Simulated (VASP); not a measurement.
```yaml
crystal:
  lattice:
    - [2.82470, 0.00000, 0.00000]
    - [-1.41235, 2.44626, 0.00000]
    - [0.00000, 0.00000, 9.68079]
  atoms:
    - { symbol: Tc, position: [0.33333, 0.66667, 0.39245] }
    - { symbol: Tc, position: [0.66667, 0.33333, 0.60755] }
    - { symbol: Tc, position: [0.66667, 0.33333, 0.89245] }
    - { symbol: Tc, position: [0.33333, 0.66667, 0.10755] }
    - { symbol: N, position: [0.33333, 0.66667, 0.75000] }
    - { symbol: N, position: [0.66667, 0.33333, 0.25000] }
```

Level of theory: LDA (Ceperley-Alder, Perdew-Zunger), VASP's LDA PAW potentials (set 64) (plane waves; VASP). Run with 400 eV cut-off, 11×11×3 Γ-centred mesh, Gaussian smearing of 0.10 eV, potentials Tc_pv N.

At this cut-off the stress carries a Pulay error, which pulls relaxed volumes low.

**Question.** Predict the energy per atom (σ→0), pressure, largest force, band gap (on the k-mesh) with the smallest direct gap where there is one.

**Answer.** 
```yaml
band gap (on the k-mesh): none (metal, semimetal or under 0.01 eV)
energy per atom (σ→0): -11.143 eV/atom
pressure: -15.48 GPa
largest_force: 0.01189 Ry/bohr
```

Total energies compare only between runs with the same potentials, cut-off and functional.

The structure comes from a computed database's Tc2N entry (P6_3/mmc); how it stands against other phases isn't given here. The cell was not relaxed at this level.
